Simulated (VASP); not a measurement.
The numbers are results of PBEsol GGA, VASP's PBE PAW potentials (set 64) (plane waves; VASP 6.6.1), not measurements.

VASP ran on this input.

### INCAR
```
PREC  =  Accurate
LMAXMIX  =  6
EDIFF  =  1E-7   # SCF stop (eV)
LCHARG  =  .False.
GGA  =  PS
NELM  =  100   # most electronic steps
SIGMA  =  0.05
ICHARG  =  11
SYSTEM  =  AuAl2
ALGO  =  Normal   # blocked Davidson
LWAVE  =  .False.
LORBIT  =  11
ENCUT  =  520
LASPH  =  .True.
LREAL  =  .False.   # projection in real space or not
ISMEAR  =  0
```

**POSCAR**
```
AuAl2
1
    0.0000000000     2.9969101419     2.9969101419
    2.9969101419    -0.0000000000     2.9969101419
    2.9969101419     2.9969101419     0.0000000000
Al Au
2 1
Direct
  0.2500000000   0.2500000000   0.2500000000
  0.7500000000   0.7500000000   0.7500000000
  1.0000000000   1.0000000000   1.0000000000
```

### KPOINTS
```
k-points along high-symmetry lines
15
Line-mode
Reciprocal
  0.000000   0.000000   0.000000 ! GAMMA
  0.500000   0.000000   0.500000 ! X

  0.500000   0.000000   0.500000 ! X
  0.625000   0.250000   0.625000 ! U

  0.375000   0.375000   0.750000 ! K
  0.000000   0.000000   0.000000 ! GAMMA

  0.000000   0.000000   0.000000 ! GAMMA
  0.500000   0.500000   0.500000 ! L

  0.500000   0.500000   0.500000 ! L
  0.500000   0.250000   0.750000 ! W

  0.500000   0.250000   0.750000 ! W
  0.500000   0.000000   0.500000 ! X
```

POTCAR, in this order: Al Au (PBE.64 set). Program: vasp_std. Read from the step before: CHGCAR.

Output of the run:

File OUTCAR:
```
 ion  position               nearest neighbor table
   1  0.250  0.250  0.250-   3 2.60   3 2.60   3 2.60   3 2.60   2 3.00   2 3.00   2 3.00   2 3.00
                             2 3.00   2 3.00
   2  0.750  0.750  0.750-   3 2.60   3 2.60   3 2.60   3 2.60   1 3.00   1 3.00   1 3.00   1 3.00
                             1 3.00   1 3.00
   3  0.000  0.000  0.000-   1 2.60   2 2.60   2 2.60   2 2.60   2 2.60   1 2.60   1 2.60   1 2.60
  LATTYP: Found a face centered cubic cell.
 ALAT       =     5.9938202838
 Subroutine PRICEL returns:
 Original cell was already a primitive cell.
 Subroutine GETGRP returns: Found 48 space group operations
The static configuration has the point symmetry O_h .
The dynamic configuration has the point symmetry O_h .
 Subroutine INISYM returns: Found 48 space group operations
   k-points           NKPTS =     90   k-points in BZ     NKDIM =     90   number of bands    NBANDS=     12
   number of dos      NEDOS =    301   number of ions     NIONS =      3
   total plane-waves  NPLWV =  32768
   dimension x,y,z NGX =    32 NGY =   32 NGZ =   32
   dimension x,y,z NGXF=    64 NGYF=   64 NGZF=   64
   ions per type =               2   1
   PREC   = accura    normal or accurate (medium, high low for compatibility)
   ISTART =      0    job   : 0-new  1-cont  2-samecut
   ICHARG =     11    charge: 1-file 2-atom 10-const
   ISPIN  =      1    spin polarized calculation?
   LNONCOLLINEAR =      F non collinear calculations
...
```

OSZICAR:
```
       N       E                     dE             d eps       ncg     rms          rms(c)
DAV:   1     0.626836009919E+02    0.62684E+02   -0.72089E+03  2184   0.117E+03
DAV:   2    -0.109505677238E+02   -0.73634E+02   -0.68159E+02  2400   0.206E+02
DAV:   3    -0.128359982482E+02   -0.18854E+01   -0.18256E+01  2776   0.319E+01
DAV:   4    -0.128529724294E+02   -0.16974E-01   -0.16966E-01  2608   0.339E+00
DAV:   5    -0.128532610041E+02   -0.28857E-03   -0.28856E-03  2716   0.473E-01
DAV:   6    -0.128532686015E+02   -0.75974E-05   -0.75966E-05  2652   0.729E-02
DAV:   7    -0.128532688525E+02   -0.25098E-06   -0.25151E-06  2700   0.133E-02
DAV:   8    -0.128532688604E+02   -0.79253E-08   -0.82956E-08  2060   0.233E-03
   1 F= -.12853269E+02 E0= -.12853017E+02  d E =-.502884E-03
```

OUTCAR:
```
 val. band max:        8.9322979673   @ k =   0.1429   0.0000   0.1429

 cond. band min:       9.0312816211   @ k =   0.5000   0.0000   0.5000



 k-point     1 :       0.0000    0.0000    0.0000
  band No.  band energies     occupation
      1      -2.8614      2.00000
      2       1.1017      2.00000
      3       1.1017      2.00000
      4       1.1017      2.00000
      5       2.0660      2.00000
      6       2.0660      2.00000
      7      10.0205      0.00000
      8      10.6506      0.00000
      9      10.6506      0.00000
     10      10.6506      0.00000
     11      11.6674      0.00000
     12      11.6674      0.00000

 k-point     2 :       0.0357    0.0000    0.0357
  band No.  band energies     occupation
      1      -2.8389      2.00000
      2       1.0920      2.00000
      3       1.1086      2.00000
      4       1.1086      2.00000
      5       2.0595      2.00000
      6       2.0697      2.00000
      7       9.9770      0.00000
      8      10.3540      0.00000
      9      10.3540      0.00000
     10      10.5063      0.00000
     11      11.7550      0.00000
     12      11.9873      0.00000

 k-point     3 :       0.0714    0.0000    0.0714
  band No.  band energies     occupation
      1      -2.7714      2.00000
      2       1.0635      2.00000
      3       1.1294      2.00000
      4       1.1294      2.00000
      5       2.0399      2.00000
      6       2.0806      2.00000
      7       9.8314      0.00000
      8       9.8314      0.00000
      9       9.8689      0.00000
     10      10.1214      0.00000
     11      11.9905      0.00000
     12      12.5802      0.00000

 k-point     4 :       0.1071    0.0000    0.1071
  band No.  band energies     occupation
      1      -2.6593      2.00000
      2       1.0181      2.00000
      3       1.1637      2.00000
      4       1.1637      2.00000
      5       2.0083      2.00000
      6       2.0982      2.00000
      7       9.2858      0.00000
...
```

The density is held fixed in this step, so its total energy and stress have no physical meaning. Unless said otherwise, spin-orbit coupling is left out, though it shifts the bands of the heavy elements here.

The compound is AuAl2 in the fluorite structure. It was relaxed first. The electron count is odd and the run is not spin-polarised, which forces a metal.
